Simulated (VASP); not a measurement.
# La4Mg7 (a cell with a defect) in VASP: notebook

The runs below take La4Mg7 (a cell with a defect) through single point, with PBEsol.

Program: VASP 6.6.1. These are calculated values, not measurements. Logs are shortened: lines on timing, memory, paths and dates and some standing lists are left out, and cuts for length are marked.

## Step 1: The structure

The cell holds a defect, 11 atoms: a = 6.250 Å, b = 6.250 Å, c = 12.499 Å, α = 60.00°, β = 60.00°, γ = 60.00°.

## Step 2: Single point, PBEsol

The input, INCAR:

```
PREC = Accurate
ENCUT = 520
EDIFF = 1E-6
ISMEAR = -1
SIGMA = 0.1
LREAL = F
LASPH = T
NELM = 100
ALGO = Fast
ISIF = 2
LWAVE = F
LCHARG = F
GGA = PS
NBANDS = 40
```

The input, KPOINTS:

```
regular mesh
0
Gamma
  3 3 2
```

The input, POSCAR:

```
La4Mg7
1.0
    0.0000000000      4.4192369500      4.4192369500
    4.4192369500      0.0000000000      4.4192369500
    8.8384739000      8.8384739000      0.0000000000
La Mg
4 7
Direct
    0.0005990853     -0.0232027613      0.0158798342
    0.2672782685      0.2600505501      0.1049255800
   -0.0017547147      0.0419010119      0.4937528299
    0.2341102122      0.2303724628      0.6386707212
    0.1798180340      0.6377866885      0.3212601556
    0.6334652411      0.6137729275      0.0621293909
    0.6400739612      0.1140566812      0.3118149729
    0.6278830557      0.6233637235      0.8102480226
    0.1247745949      0.6205054246      0.8093796034
    0.6262224749      0.6370686912      0.5583223479
    0.6234950810      0.1224794022      0.8100638844
```

Potentials or basis: VASP PAW PBE potentials, release 64 (La, Mg).

Run with:

```
cat potpaw_PBE.64/La/POTCAR potpaw_PBE.64/Mg/POTCAR > POTCAR
mpirun -np 1 vasp_std > vasp.out
```

OUTCAR:

```text
PREC = Accurate
   ENCUT = 520
   EDIFF = 1E-6
   ISMEAR = -1
   LREAL = F
   LASPH = T
   NELM = 100
   ISIF = 2
   GGA = PS

 ion  position               nearest neighbor table
   1  0.001  0.977  0.016-   7 3.52   6 3.62   6 3.65   6 3.65   2 3.67
   2  0.267  0.260  0.105-   8 3.50  11 3.51   9 3.53   5 3.59   6 3.61   6 3.61   1 3.67
   3  0.998  0.042  0.494-  10 3.52   5 3.53  11 3.59   7 3.62   4 3.66   7 3.67
   4  0.234  0.230  0.639-  11 3.54   9 3.54   5 3.57   8 3.58   8 3.59  10 3.60   9 3.61  11 3.62
                             3 3.66
   5  0.180  0.638  0.321-   6 3.07   7 3.10   7 3.20  10 3.24   3 3.53   4 3.57   2 3.59
   6  0.633  0.614  0.062-   5 3.07   9 3.12   7 3.12   8 3.14  11 3.17   2 3.61   2 3.61   1 3.62
                             1 3.65   1 3.65
   7  0.640  0.114  0.312-  10 3.03   5 3.10   6 3.12   5 3.20   1 3.52   3 3.62   3 3.67
   8  0.628  0.623  0.810-   9 3.09  11 3.10  10 3.11   6 3.14  11 3.15   9 3.16   2 3.50   4 3.58
                             4 3.59
   9  0.125  0.621  0.809-   8 3.09  11 3.11   6 3.12  11 3.14  10 3.14   8 3.16   2 3.53   4 3.54
                             4 3.61
  10  0.626  0.637  0.558-   7 3.03   8 3.11   9 3.14  11 3.18   5 3.24   3 3.52   4 3.60
  11  0.623  0.122  0.810-   8 3.10   9 3.11   9 3.14   8 3.15   6 3.17  10 3.18   2 3.51   4 3.54
                             3 3.59   4 3.62

  LATTYP: Found a trigonal (rhomboedric) cell.
 ALAT       =    10.8248755800
 COS(alpha) =     0.8333333333

  Lattice vectors:

 A1 = (   8.8384739000,   4.4192369500,  -4.4192369500)
 A2 = (   4.4192369500,   4.4192369500,  -8.8384739000)
 A3 = (   4.4192369500,   8.8384739000,  -4.4192369500)

Analysis of symmetry for initial positions (statically):
=====================================================================
 Subroutine PRICEL returns:
 Original cell was already a primitive cell.

 Routine SETGRP: Setting up the symmetry group for a
 trigonal (rhombohedral) supercell.

 Subroutine GETGRP returns: Found  1 space group operations
 (whereof  1 operations were pure point group operations)
 out of a pool of 12 trial point group operations.

The static configuration has the point symmetry C_1 .

Analysis of symmetry for dynamics (positions and initial velocities):
=====================================================================
 Subroutine PRICEL returns:
 Original cell was already a primitive cell.

 Routine SETGRP: Setting up the symmetry group for a
 trigonal (rhombohedral) supercell.

 Subroutine GETGRP returns: Found  1 space group operations
 (whereof  1 operations were pure point group operations)
 out of a pool of 12 trial point group operations.
[... 140 lines left out ...]
   EFERMI =   0.00;   METHOD = LEGACY
   ISMEAR =    -1;   SIGMA  =   0.10  broadening in eV -4-tet -1-fermi 0-gaus
   EFERMI_NEDOS =   21; number of points for ismear=-14 and -15
   IALGO  =     68    algorithm
   IMIX   =      4    mixing-type and parameters
     AMIX     =   0.40;   BMIX     =  1.00
     AMIX_MAG =   1.60;   BMIX_MAG =  1.00
  volume/ion in A,a.u.               =      31.38       211.79
  Fermi-wavevector in a.u.,A,eV,Ry     =   0.903338  1.707061 11.102616  0.816019
  Thomas-Fermi vector in A             =   2.026651
   LORBIT       =      0    0 simple, 1 ext, 2 COOP (PROOUT), +10 PAW based schemes
   GGA     = PS    functional components
   LHFCALC =     F    Hartree Fock is set to
   AEXX    =    0.0000 exact exchange contribution
   IVDW    =     0    specifies the selected vdW correction
   LEPSILON=     F    determine dielectric tensor
   LRPA    =     F    only Hartree local field effects (RPA)
 non-spin polarized calculation
 RMM-DIIS sequential band-by-band and
  energy-cutoff  :      520.00
  volume of cell :      345.22
 maximum number of plane-waves:      9320
 NGX is ok and might be reduce to    48
   NGX = 23   NGY = 23   NGZ = 47

 number of electron      58.0000001 magnetization

 Free energy of the ion-electron system (eV)
  ---------------------------------------------------
  ext. energy  EPLUGINS =         0.00000000
  ---------------------------------------------------
  free energy    TOTEN  =       -33.39274629 eV

  energy without entropy =      -33.01080917  energy(sigma->0) =      -33.20177773

 E-fermi :   4.2019     XC(G=0):  -8.6596

 val. band max:        4.1823887294   @ k =  -0.3333   0.3333   0.0000
 cond. band min:       4.2236635326   @ k =   0.3333   0.3333   0.5000
 fundamental gap:      0.0412748031
 Fermi energy:         4.2018661361

 k-point     1 :       0.0000    0.0000    0.0000
  band No.  band energies     occupation
      1     -29.0190      2.00000
      2     -28.9529      2.00000
      3     -28.8474      2.00000
      4     -28.8144      2.00000
      5     -12.8507      2.00000
      6     -12.8379      2.00000
[... 419 lines left out ...]
     39       5.5850      0.00000
     40       5.6804      0.00000

------------------------ aborting loop because EDIFF is reached ----------------------------------------

  FORCE on cell =-STRESS in cart. coord.  units (eV):
  Direction    XX          YY          ZZ          XY          YZ          ZX
  --------------------------------------------------------------------------------------
  -------------------------------------------------------------------------------------
  Total       -3.8685232     -5.2232113     -5.4987330     -0.2207584     -0.9279950     -0.6619773
  in kB      -17.9536989    -24.2407651    -25.5194527     -1.0245331     -4.3067966     -3.0722166
  external PRESSURE =     -22.5713056 kB  Pullay stress =       0.0000000 kB

 VOLUME and BASIS-vectors are now :
 -----------------------------------------------------------------------------
  energy-cutoff  :      520.00
  volume of cell :      345.22
      direct lattice vectors                 reciprocal lattice vectors
     0.000000000  4.419236950  4.419236950    -0.113141704  0.113141704  0.113141704
     4.419236950  0.000000000  4.419236950     0.113141704 -0.113141704  0.113141704
     8.838473900  8.838473900  0.000000000     0.056570852  0.056570852 -0.056570852

 POSITION                                       TOTAL-FORCE (eV/Angst)
 -----------------------------------------------------------------------------------
      4.45705      0.14300      4.31935         0.017087     -0.003737      0.035487
      2.07661      2.10855      2.33039         0.000973      0.023922      0.008923
      4.54919      8.77550      4.59665        -0.033257      0.062630     -0.025155
      6.66294      6.67946      2.05266        -0.020560     -0.006186      0.018216
      5.65798      3.63411      3.61319        -0.033149     -0.142001     -0.124912
      3.26154      3.34856      5.51184         0.021915      0.016869      0.010591
      3.26001      5.58461      3.33268         0.054901      0.000177      0.035172
      9.91615      9.93612      5.52956         0.006473      0.009886      0.008730
      9.89584      7.70509      3.29357         0.004421      0.017689      0.011559
      7.75007      7.70214      5.58278        -0.021835      0.012109      0.009728
      7.70099      9.91510      3.29664         0.003032      0.008641      0.011661
 -----------------------------------------------------------------------------------
    total drift:                               -0.005288     -0.003969      0.006615

  FREE ENERGIE OF THE ION-ELECTRON SYSTEM (eV)
  ---------------------------------------------------
  free  energy   TOTEN  =       -33.3927462923 eV

  energy  without entropy=      -33.0108091678  energy(sigma->0) =      -33.20177773
```

OSZICAR:

```text
N       E                     dE             d eps       ncg     rms          rms(c)
DAV:   1     0.646967007026E+03    0.64697E+03   -0.18532E+04   800   0.154E+03
DAV:   2     0.116479532392E+03   -0.53049E+03   -0.51794E+03  1216   0.325E+02
DAV:   3    -0.174921633234E+02   -0.13397E+03   -0.13162E+03  1272   0.199E+02
DAV:   4    -0.313044913383E+02   -0.13812E+02   -0.13420E+02  1552   0.761E+01
[... 48 lines left out ...]
RMM:  53    -0.333927430688E+02   -0.29514E-06   -0.21999E-05   998   0.419E-02    0.512E-02
RMM:  54    -0.333927431175E+02   -0.48711E-07   -0.16158E-05   986   0.423E-02    0.513E-02
RMM:  55    -0.333927438918E+02   -0.77433E-06   -0.11438E-05   957   0.422E-02    0.506E-02
RMM:  56    -0.333927456008E+02   -0.17090E-05   -0.65474E-06   960   0.427E-02    0.491E-02
RMM:  57    -0.333927462923E+02   -0.69151E-06   -0.35300E-06   960   0.447E-02
   1 F= -.33392746E+02 E0= -.33201778E+02  d E =-.381937E+00
```

stdout:

```text
POSCAR found type information on POSCAR LaMg
 POSCAR found :  2 types and      11 ions
 scaLAPACK will be used
 -----------------------------------------------------------------------------
|                                                                             |
|                                                                             |
[... 29 lines left out ...]
 WAVECAR not read
 entering main loop
WARNING in EDDRMM: call to ZHEGV failed, returncode =   6  3     24
WARNING in EDDRMM: call to ZHEGV failed, returncode =   6  3     32
WARNING in EDDRMM: call to ZHEGV failed, returncode =   6  3     17
WARNING in EDDRMM: call to ZHEGV failed, returncode =   8  4      3
WARNING in EDDRMM: call to ZHEGV failed, returncode =   8  4      3
WARNING in EDDRMM: call to ZHEGV failed, returncode =   8  4      4
WARNING in EDDRMM: call to ZHEGV failed, returncode =   6  3     25
```

Wall time 18 min (1 thread of Intel Xeon Platinum 8488C (Sapphire Rapids), shared host); peak memory 0.55 GiB.

Results:

```
Free energy            : -33.3927 eV
Pressure               : -2.3 GPa
Largest force          : 0.192 eV/Å
Band gap on the k mesh : none (metal or under the smearing width)
```

Forces on the atoms (eV/Å):
```
La   0.017 -0.004  0.035
La   0.001  0.024  0.009
La  -0.033  0.063 -0.025
La  -0.021 -0.006  0.018
Mg  -0.033 -0.142 -0.125
Mg   0.022  0.017  0.011
Mg   0.055  0.000  0.035
Mg   0.006  0.010  0.009
Mg   0.004  0.018  0.012
Mg  -0.022  0.012  0.010
Mg   0.003  0.009  0.012
```

Levels at points of the mesh, in eV from the Fermi level:
```
           k point  band 27  band 28  band 29  band 30  band 31  band 32
(0.00, 0.00, 0.00)    -0.68    -0.52    -0.44    -0.22    -0.02     0.12
(0.00, 0.00, 0.50)    -0.55    -0.53    -0.29    -0.17     0.08     0.32
```

Caveat: the k mesh is coarse (spacing up to 0.41 Å⁻¹), so the values aren't converged; the PAW data sets were made with another functional, which shifts forces and pressure a little.

## Step 3: Single point, PBEsol

The input, INCAR:

```
ALGO = Fast
EDIFF = 1E-6
ENCUT = 520
GGA = PS
ISIF = 2
ISMEAR = -1
LASPH = T
LCHARG = F
LREAL = F
LWAVE = F
NBANDS = 40
NELM = 100
PREC = Accurate
SIGMA = 0.1
```

The input, KPOINTS:

```
k-points
0
Gamma
  3 3 2
```

The input, POSCAR:

```
La4Mg7
1.0
    0.0000000000      4.4192369500      4.4192369500
    4.4192369500      0.0000000000      4.4192369500
    8.8384739000      8.8384739000      0.0000000000
La Mg
4 7
Direct
    0.0011267782     -0.0361285221      0.0171794929
    0.2714975489      0.2631621733      0.0969994379
   -0.0280528067      0.0839282899      0.4840874169
    0.2381399803      0.2235032905      0.6508264962
    0.3487019405      0.6389061125      0.3315586529
    0.6392205333      0.6045636453      0.0590859922
    0.6483171263      0.0854957551      0.3083628498
    0.6336473992      0.6236266648      0.8086365453
    0.1256461254      0.6228901123      0.8090033507
    0.6144590188      0.6469372501      0.5614902591
    0.6296339236      0.1221105603      0.8090401783
```

Potentials or basis: VASP PAW PBE potentials, release 64 (La, Mg).

Run with:

```
cat potpaw_PBE.64/La/POTCAR potpaw_PBE.64/Mg/POTCAR > POTCAR
mpirun -np 1 vasp_std > vasp.out
```

OUTCAR:

```text
EDIFF = 1E-6
   ENCUT = 520
   GGA = PS
   ISIF = 2
   ISMEAR = -1
   LASPH = T
   LREAL = F
   NELM = 100
   PREC = Accurate

 ion  position               nearest neighbor table
   1  0.001  0.964  0.017-   7 3.43   2 3.60   6 3.63   6 3.63   6 3.64
   2  0.271  0.263  0.097-  11 3.45   9 3.46   8 3.47   5 3.48   6 3.58   6 3.59   1 3.60
   3  0.972  0.084  0.484-   5 3.34  10 3.42  11 3.59   7 3.65   7 3.66
   4  0.238  0.224  0.651-   5 3.44   8 3.50   9 3.51  11 3.51  11 3.52   9 3.52   8 3.53  10 3.56

   5  0.349  0.639  0.332-   6 3.02   7 3.09   3 3.34   4 3.44   2 3.48
   6  0.639  0.605  0.059-   5 3.02   9 3.08   8 3.09  11 3.18   7 3.18   2 3.58   2 3.59   1 3.63
                             1 3.63   1 3.64
   7  0.648  0.085  0.308-  10 2.97   5 3.09   6 3.18   1 3.43   3 3.65   3 3.66
   8  0.634  0.624  0.809-   9 3.07  10 3.08   6 3.09  11 3.11  11 3.14   9 3.17   2 3.47   4 3.50
                             4 3.53
   9  0.126  0.623  0.809-   8 3.07  10 3.08   6 3.08  11 3.11  11 3.14   8 3.17   2 3.46   4 3.51
                             4 3.52
  10  0.614  0.647  0.561-   7 2.97   9 3.08   8 3.08  11 3.19   3 3.42   4 3.56
  11  0.630  0.122  0.809-   8 3.11   9 3.11   9 3.14   8 3.14   6 3.18  10 3.19   2 3.45   4 3.51
                             4 3.52   3 3.59

  LATTYP: Found a trigonal (rhomboedric) cell.
 ALAT       =    10.8248755800
 COS(alpha) =     0.8333333333

  Lattice vectors:

 A1 = (   8.8384739000,   4.4192369500,  -4.4192369500)
 A2 = (   4.4192369500,   4.4192369500,  -8.8384739000)
 A3 = (   4.4192369500,   8.8384739000,  -4.4192369500)

Analysis of symmetry for initial positions (statically):
=====================================================================
 Subroutine PRICEL returns:
 Original cell was already a primitive cell.

 Routine SETGRP: Setting up the symmetry group for a
 trigonal (rhombohedral) supercell.

 Subroutine GETGRP returns: Found  1 space group operations
 (whereof  1 operations were pure point group operations)
 out of a pool of 12 trial point group operations.

The static configuration has the point symmetry C_1 .
[... 169 lines left out ...]
 non-spin polarized calculation
 RMM-DIIS sequential band-by-band and
  energy-cutoff  :      520.00
  volume of cell :      345.22
 maximum number of plane-waves:      9320
 NGX is ok and might be reduce to    48
   NGX = 23   NGY = 23   NGZ = 47

 number of electron      58.0000000 magnetization

 Free energy of the ion-electron system (eV)
  ---------------------------------------------------
  ext. energy  EPLUGINS =         0.00000000
  ---------------------------------------------------
  free energy    TOTEN  =       -33.10998153 eV

  energy without entropy =      -32.73399940  energy(sigma->0) =      -32.92199047

 E-fermi :   4.2007     XC(G=0):  -8.6647

 val. band max:        4.1935231028   @ k =  -0.3333   0.3333   0.0000
 cond. band min:       4.2359948226   @ k =   0.0000   0.0000   0.0000
 fundamental gap:      0.0424717198
 Fermi energy:         4.2007404806

 k-point     1 :       0.0000    0.0000    0.0000
  band No.  band energies     occupation
      1     -29.0827      2.00000
      2     -28.9355      2.00000
      3     -28.8232      2.00000
      4     -28.7664      2.00000
      5     -12.8748      2.00000
      6     -12.8344      2.00000
[... 419 lines left out ...]
     39       5.4641      0.00001
     40       5.7272      0.00000

------------------------ aborting loop because EDIFF is reached ----------------------------------------

  FORCE on cell =-STRESS in cart. coord.  units (eV):
  Direction    XX          YY          ZZ          XY          YZ          ZX
  --------------------------------------------------------------------------------------
  -------------------------------------------------------------------------------------
  Total       -1.7646340     -6.7240034     -6.5394183      0.5971867     -1.9238047     -0.6341751
  in kB       -8.1896130    -31.2058957    -30.3492419      2.7715255     -8.9283192     -2.9431875
  external PRESSURE =     -23.2482502 kB  Pullay stress =       0.0000000 kB

 VOLUME and BASIS-vectors are now :
 -----------------------------------------------------------------------------
  energy-cutoff  :      520.00
  volume of cell :      345.22
      direct lattice vectors                 reciprocal lattice vectors
     0.000000000  4.419236950  4.419236950    -0.113141704  0.113141704  0.113141704
     4.419236950  0.000000000  4.419236950     0.113141704 -0.113141704  0.113141704
     8.838473900  8.838473900  0.000000000     0.056570852  0.056570852 -0.056570852

 POSITION                                       TOTAL-FORCE (eV/Angst)
 -----------------------------------------------------------------------------------
      4.41142      0.15682      4.26456         0.013271     -0.002724      0.006351
      2.02030      2.05714      2.36279        -0.010988      0.004248     -0.002263
      4.64949      8.57386      4.66616        -0.013109     -0.001059      0.000846
      6.74003      6.80471      2.04011        -0.008821      0.008298     -0.006049
      5.75395      4.47147      4.36447        -0.032509      0.003889     -0.005610
      3.19394      3.34710      5.49658         0.012671      0.018525     -0.018453
      3.10328      5.59052      3.24289         0.031928     -0.016256      0.012235
      9.90307      9.94735      5.55619         0.006854     -0.000151     -0.002462
      9.90305      7.70562      3.30796         0.006182      0.002537     -0.001715
      7.82169      7.67816      5.57441        -0.000296     -0.006018      0.007292
      7.69032      9.93318      3.32214        -0.005184     -0.011290      0.009828
 -----------------------------------------------------------------------------------
    total drift:                                0.001972     -0.000865      0.005269

  FREE ENERGIE OF THE ION-ELECTRON SYSTEM (eV)
  ---------------------------------------------------
  free  energy   TOTEN  =       -33.1099815312 eV

  energy  without entropy=      -32.7339994044  energy(sigma->0) =      -32.92199047
```

OSZICAR:

```text
N       E                     dE             d eps       ncg     rms          rms(c)
DAV:   1     0.646160134185E+03    0.64616E+03   -0.18524E+04   800   0.154E+03
[... 50 lines left out ...]
RMM:  52    -0.331099351124E+02    0.20457E-05   -0.14630E-05  1004   0.374E-02    0.938E-02
RMM:  53    -0.331099405410E+02   -0.54286E-05   -0.19465E-05   985   0.373E-02    0.930E-02
RMM:  54    -0.331099487006E+02   -0.81595E-05   -0.70127E-06   983   0.405E-02    0.909E-02
RMM:  55    -0.331099527753E+02   -0.40747E-05   -0.14128E-05  1010   0.422E-02    0.897E-02
RMM:  56    -0.331099728980E+02   -0.20123E-04   -0.20658E-05  1271   0.475E-02    0.865E-02
RMM:  57    -0.331099819867E+02   -0.90887E-05   -0.12678E-05  1169   0.339E-02    0.858E-02
RMM:  58    -0.331099815312E+02    0.45553E-06    0.35875E-06  1019   0.307E-02
   1 F= -.33109982E+02 E0= -.32921990E+02  d E =-.375982E+00
```

Wall time 12 min (1 thread of Intel Xeon 6975P-C (Granite Rapids), shared host); peak memory 0.56 GiB.

What came out:

```yaml
Free_energy: -33.1100 eV
Pressure: -2.3 GPa
Largest_force: 0.038 eV/Å
Band_gap_on_the_k_mesh: none (metal or under the smearing width)
```

Forces in eV/Å, atoms in the order of the input:
```
La   0.013 -0.003  0.006
La  -0.011  0.004 -0.002
La  -0.013 -0.001  0.001
La  -0.009  0.008 -0.006
Mg  -0.033  0.004 -0.006
Mg   0.013  0.019 -0.018
Mg   0.032 -0.016  0.012
Mg   0.007  0.000 -0.002
Mg   0.006  0.003 -0.002
Mg   0.000 -0.006  0.007
Mg  -0.005 -0.011  0.010
```

Caveat: the k mesh is coarse (spacing up to 0.41 Å⁻¹), so the values aren't converged; the PAW data sets were made with another functional, which shifts forces and pressure a little.
